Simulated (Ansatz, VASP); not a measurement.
**FeMo in two plane-wave programs**

Aim: how closely do two programs agree when they are given the same cell, functional and k mesh? The cell is invented: As first built, before any earlier steps moved the atoms (in the runner's words): it takes the FeRu structure with some of its atoms replaced by other elements, volume scaled by an estimate. It may not be a known or stable phase. The cell is taken from a series of VASP runs on this material, whose earlier steps may have relaxed, scaled or displaced it; both programs get it as it stands.

Main program and level: Ansatz 0.2.0; plane waves, with VASP 6.6.1 beside it; relaxation of cell and atoms at LDA.

## Step 1: The structure

It takes space group P-6m2 (No. 187, hexagonal). Conventional cell: a = 2.641 Å, b = 2.641 Å, c = 4.132 Å, α = 90.00°, β = 90.00°, γ = 120.00°. Nearest to Mo lie 6 Fe at 2.57 Å and 6 Mo at 2.64 Å. Nearest to Fe lie 6 Mo at 2.57 Å and 6 Fe at 2.64 Å. As first built, before any earlier steps moved the atoms (in the runner's words): sites of the FeRu structure (space group 187) filled with other elements, volume scaled by an estimate. Farther neighbours are not listed.

As a file:

```cif
data_structure
_symmetry_space_group_name_H-M 'P-6m2'
_symmetry_Int_Tables_number 187
_cell_length_a 2.6412
_cell_length_b 2.6412
_cell_length_c 4.1316
_cell_angle_alpha 90.000
_cell_angle_beta 90.000
_cell_angle_gamma 120.000
_cell_volume 24.96
loop_
_atom_site_label
_atom_site_type_symbol
_atom_site_symmetry_multiplicity
_atom_site_Wyckoff_symbol
_atom_site_fract_x
_atom_site_fract_y
_atom_site_fract_z
_atom_site_occupancy
Mo1 Mo 1 e 0.66667 0.33333 0.00000 1
Fe1 Fe 1 b 0.00000 0.00000 0.50000 1
```

## Step 2: VASP: relaxation of cell and atoms, LDA

The relaxed volume is the usual yardstick between codes: its relative difference is about their pressure difference at one cell divided by the bulk modulus.

Lines of VASP's logs that name or quote its potential files are left out, and so is its time.

Input file INCAR:

```
SYSTEM = FeMo
PREC = Accurate
ENCUT = 400
EDIFF = 1E-06
NELM = 100
ISMEAR = -1
SIGMA = 0.05
LREAL = .FALSE.
ALGO = Normal
GGA = CA
NBANDS = 18
ISPIN = 2
MAGMOM = 1 3
LMAXMIX = 4
LORBIT = 11
LWAVE = .FALSE.
LCHARG = .FALSE.
IBRION = 2
NSW = 60
ISIF = 3
EDIFFG = -0.01
```

Input file POSCAR:

```
FeMo
1.0
    2.6411736053     -0.0000000270      0.0000000000
   -1.3205863496      2.2873235600      0.0000000000
    0.0000000000      0.0000000000      4.1316342801
Mo Fe
1 1
Direct
    0.6666666700      0.3333333300      0.0000000000
    0.0000000000      0.0000000000      0.5000000000
```

Input file KPOINTS:

```
Automatic mesh
0
Gamma
10 10 6
0 0 0
```

Potentials, in the order of the species: Mo_sv and Fe (LDA family, release 64).

On the command line:

```console
mpirun -np 1 vasp_std
```

Numbers of over 12 decimals in the logs are rounded to 6 here.

Output:

```text
[banner, memory and clock lines left out]
running    1 mpi-ranks, on    1 nodes
 distrk:  each k-point on    1 cores,    1 groups
 distr:  one band on    1 cores,    1 groups

 POSCAR found type information on POSCAR MoFe
 POSCAR found :  2 types and       2 ions
 LDA part: xc-table for (Slater(with rela. corr.)+CA(PZ))
 , standard interpolation
 POSCAR, INCAR and KPOINTS ok, starting setup
 FFT: planning ... GRIDC
 FFT: planning ... GRID_SOFT
 FFT: planning ... GRID
 WAVECAR not read
 entering main loop
       N       E                     dE             d eps       ncg     rms          rms(c)
DAV:   1     0.161118391507E+03    0.16112E+03   -0.10800E+04  4120   0.124E+03
DAV:   2    -0.183139239701E+02   -0.17943E+03   -0.17365E+03  4124   0.350E+02
DAV:   3    -0.229217773243E+02   -0.46079E+01   -0.45171E+01  4556   0.674E+01
DAV:   4    -0.229793901572E+02   -0.57613E-01   -0.57571E-01  4554   0.732E+00
DAV:   5    -0.229805215741E+02   -0.11314E-02   -0.11314E-02  4696   0.111E+00    0.259E+01
DAV:   6    -0.377194781624E+02   -0.14739E+02   -0.12046E+02  4672   0.124E+02    0.407E+01
DAV:   7    -0.210396438964E+02    0.16680E+02   -0.40120E+01  5064   0.810E+01    0.632E+00
DAV:   8    -0.210877562827E+02   -0.48112E-01   -0.19114E+00  6102   0.111E+01    0.440E+00
DAV:   9    -0.209862160592E+02    0.10154E+00   -0.82121E-01  5720   0.873E+00    0.180E+00
DAV:  10    -0.209757382761E+02    0.10478E-01   -0.47884E-02  5566   0.185E+00    0.875E-01
DAV:  11    -0.209763144802E+02   -0.57620E-03   -0.24908E-03  5418   0.474E-01    0.445E-01
DAV:  12    -0.209763699436E+02   -0.55463E-04   -0.12801E-03  5430   0.291E-01    0.150E-01
DAV:  13    -0.209764697879E+02   -0.99844E-04   -0.14310E-04  5810   0.118E-01    0.761E-02
DAV:  14    -0.209765395791E+02   -0.69791E-04   -0.48235E-04  5486   0.200E-01    0.676E-02
DAV:  15    -0.209765419840E+02   -0.24049E-05   -0.41149E-05  5460   0.565E-02    0.480E-02
DAV:  16    -0.209765638419E+02   -0.21858E-04   -0.10446E-04  5300   0.108E-01    0.374E-02
DAV:  17    -0.209765697759E+02   -0.59341E-05   -0.40635E-05  5904   0.630E-02    0.206E-02
DAV:  18    -0.209765749557E+02   -0.51798E-05   -0.65193E-05  5070   0.862E-02    0.817E-03
DAV:  19    -0.209765750306E+02   -0.74899E-07   -0.96300E-07  2248   0.756E-03
   1 F= -.20976575E+02 E0= -.20963881E+02  d E =-.209766E+02  mag=    -0.0004
[...]
2 F= -.20976571E+02 E0= -.20963914E+02  d E =0.405706E-05  mag=    -0.0001
[...]
3 F= -.20976677E+02 E0= -.20964001E+02  d E =-.101663E-03  mag=    -0.0000
[...]
4 F= -.20976691E+02 E0= -.20963974E+02  d E =-.147849E-04  mag=    -0.0000
[...]
5 F= -.20976713E+02 E0= -.20964010E+02  d E =-.362199E-04  mag=     0.0000
 curvature:  -0.34 expect dE=-0.146E-04 dE for cont linesearch -0.133E-04
 ZBRENT: interpolating
 opt :   0.3191  next Energy=   -20.976721 (dE=-0.445E-04)
 bond charge predicted
       N       E                     dE             d eps       ncg     rms          rms(c)
DAV:   1    -0.209767759646E+02   -0.62187E-04   -0.16076E-03  4308   0.463E-01    0.821E-02
DAV:   2    -0.209772861459E+02   -0.51018E-03   -0.31951E-03  5240   0.616E-01    0.277E-01
DAV:   3    -0.209767120282E+02    0.57412E-03   -0.23749E-03  5106   0.516E-01    0.193E-02
DAV:   4    -0.209767079018E+02    0.41264E-05   -0.30430E-05  4160   0.458E-02    0.162E-02
DAV:   5    -0.209767076932E+02    0.20858E-06   -0.76502E-07  2316   0.965E-03
   6 F= -.20976708E+02 E0= -.20964016E+02  d E =-.309997E-04  mag=     0.0000
 curvature:  -0.21 expect dE=-0.423E-06 dE for cont linesearch -0.989E-07
 trial: gam=-0.08782 g(F)=  0.530E-43 g(S)=  0.201E-05 ort = 0.927E-05 (trialstep = 0.783E+00)
 search vector abs. value=  0.179E-05
 reached required accuracy - stopping structural energy minimisation
```

Parts of OUTCAR (step 2):

```text
ion  position               nearest neighbor table
   1  0.667  0.333  0.000-   2 2.57   2 2.57   2 2.57   2 2.57   2 2.57   2 2.57
   2  0.000  0.000  0.500-   1 2.57   1 2.57   1 2.57   1 2.57   1 2.57   1 2.57

  LATTYP: Found a hexagonal cell.
 ALAT       =     2.6411736053
 C/A-ratio  =     1.5643175715

 Subroutine GETGRP returns: Found 12 space group operations
 (whereof 12 operations were pure point group operations)

The static configuration has the point symmetry D_3h.

 Found     56 irreducible k-points:

   k-points           NKPTS =     56   k-points in BZ     NKDIM =     56   number of bands    NBANDS=     18

   dimension x,y,z NGX =    18 NGY =   18 NGZ =   28
   dimension x,y,z NGXF=    36 NGYF=   36 NGZF=   56

   ENCUT  =  400.0 eV  29.40 Ry    5.42 a.u.   4.31  4.31  6.74*2*pi/ulx,y,z

   NELECT =      22.0000    total number of electrons

 k-points in reciprocal lattice and weights: Automatic mesh
   0.00000000  0.00000000  0.00000000       0.002
   0.10000000  0.00000000  0.00000000       0.010
   0.20000000  0.00000000  0.00000000       0.010
   0.30000000  0.00000000  0.00000000       0.010
   0.40000000  0.00000000  0.00000000       0.010
   0.50000000  0.00000000  0.00000000       0.005
   0.10000000  0.10000000  0.00000000       0.010
   0.20000000  0.10000000  0.00000000       0.020
   0.30000000  0.10000000  0.00000000       0.020
[...]
0.40000000  0.20000000  0.50000000       0.010
   0.30000000  0.30000000  0.50000000       0.010

 average (electrostatic) potential at core
       1 -70.8322       2 -39.1344

 E-fermi :  10.3736

 spin component 1
 k-point     1 :       0.0000    0.0000    0.0000
  band No.  band energies     occupation
    ...
      9       9.4430      1.00000
     10       9.9228      0.99988
     11       9.9228      0.99988
     12       9.9511      0.99979
     13       9.9511      0.99979
     14      12.2242      0.00000
     15      13.6277      0.00000
     16      13.6277      0.00000
     17      21.7585      0.00000
     18      24.9212      0.00000

 k-point     2 :       0.1000    0.0000    0.0000
  band No.  band energies     occupation
    ...
      9       9.5549      1.00000
     10       9.6777      1.00000
     11       9.8255      0.99998
     12       9.9570      0.99976
     13      10.2718      0.88454
     14      10.9512      0.00001
     15      13.6359      0.00000
     16      15.2509      0.00000
     17      21.7171      0.00000
     18      25.8454      0.00000

 k-point     3 :       0.2000    0.0000    0.0000
  band No.  band energies     occupation
    ...
      8       8.5337      1.00000
      9       9.3607      1.00000
     10       9.5151      1.00000
     11       9.8452      0.99997
     12      10.1459      0.98958
     13      10.5143      0.05656
     14      11.3606      0.00000
     15      13.6469      0.00000
     16      17.4599      0.00000
     17      21.5452      0.00000
    ...

 k-point     4 :       0.3000    0.0000    0.0000
  band No.  band energies     occupation
    ...
      7       7.2417      1.00000
      8       8.3241      1.00000
      9       9.1625      1.00000
     10       9.4765      1.00000
     11       9.8215      0.99998
     12      10.4292      0.24759
     13      11.7070      0.00000
     14      13.0510      0.00000
     15      13.6450      0.00000
     16      19.5186      0.00000
    ...

 k-point     5 :       0.4000    0.0000    0.0000
  band No.  band energies     occupation
    ...
      7       6.4308      1.00000
      8       8.7788      1.00000
      9       8.8974      1.00000
     10       9.6290      1.00000
     11       9.8510      0.99997
     12      10.9315      0.00001
     13      13.3656      0.00000
     14      13.6346      0.00000
     15      14.8667      0.00000
     16      19.2683      0.00000
    ...

 k-point     6 :       0.5000    0.0000    0.0000
  band No.  band energies     occupation
    ...
      7       6.6361      1.00000
      8       8.8002      1.00000
      9       9.1715      1.00000
     10       9.5624      1.00000
     11      10.0141      0.99925
     12      11.1347      0.00000
     13      13.6289      0.00000
     14      14.1593      0.00000
     15      15.7700      0.00000
     16      18.4286      0.00000
    ...

  Total        0.0055521      0.0055521      0.0046643      0.0000000     -0.0000000      0.0000000
  in kB        0.3567821      0.3567821      0.2997340      0.0000001     -0.0000000      0.0000000
  external PRESSURE =       0.3377660 kB  Pullay stress =       0.0000000 kB

  energy-cutoff  :      400.00
  volume of cell :       24.93
      direct lattice vectors                 reciprocal lattice vectors
     2.642224237 -0.000000027 -0.000000000     0.378469015  0.218509101 -0.000000000
    -1.321111665  2.288233434  0.000000000     0.000000004  0.437018353  0.000000000
     0.000000000 -0.000000000  4.123779390     0.000000000 -0.000000000  0.242495998

 POSITION                                       TOTAL-FORCE (eV/Angst)
 -----------------------------------------------------------------------------------
      1.32111      0.76274     -0.00000        -0.000000     -0.000000     -0.000000
      0.00000     -0.00000      2.06189         0.000000      0.000000      0.000000
 -----------------------------------------------------------------------------------
    total drift:                               -0.000020      0.000012      0.000000

  FREE ENERGIE OF THE ION-ELECTRON SYSTEM (eV)
  ---------------------------------------------------
  free  energy   TOTEN  =       -20.9767076932 eV

  energy  without entropy=      -20.9513243524  energy(sigma->0) =      -20.96401602

 reached required accuracy - stopping structural energy minimisation

 total charge
# of ion       s       p       d       tot
------------------------------------------
    1        2.437   6.218   4.148  12.803
    2        0.507   0.557   6.377   7.441
--------------------------------------------------
tot          2.944   6.775  10.525  20.244

 magnetization (x)
# of ion       s       p       d       tot
------------------------------------------
    1       -0.000   0.000  -0.000  -0.000
    2        0.000   0.000  -0.000  -0.000
--------------------------------------------------
tot          0.000   0.000  -0.000  -0.000

[... 1 further part left out ...]
```

(Part 1 of 2 ends here.)

[Lines on the potential files, build, host, timing and source positions are cut from VASP's logs without a mark.]

[Logs are printed without paths, hosts, clocks, repeated set-up lines and the standing remarks that a program may print on its own settings, such as how far it seeks lower states.]

[Hosts, paths, dates, database ids (printed as entryN), source tags and the programs' standing remarks are cut or masked in the printed files.]
